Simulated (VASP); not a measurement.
Input:

```yaml
crystal:
  lattice:
    - [0.00000, 3.08817, 3.08817]
    - [3.08817, 0.00000, 3.08817]
    - [3.08817, 3.08817, 0.00000]
  atoms:
    - { symbol: Ba, position: [0.00000, 0.00000, 0.00000] }
    - { symbol: F, position: [0.25000, 0.25000, 0.25000] }
    - { symbol: F, position: [0.75000, 0.75000, 0.75000] }
```

Method: PBEsol GGA, VASP's PBE PAW potentials (set 64) (plane waves; VASP). Numerical set-up: 520 eV cut-off, 6×6×6 Γ-centred mesh, Gaussian smearing of 0.050 eV, potentials Ba_sv F.

Estimate the energy per atom (σ→0).

```yaml
energy per atom (σ→0): -5.881 eV/atom
```

Only differences to runs with the same potentials and settings are physical.

The compound is BaF2 in the fluorite structure. It was relaxed first. The start is the result of an earlier pass.
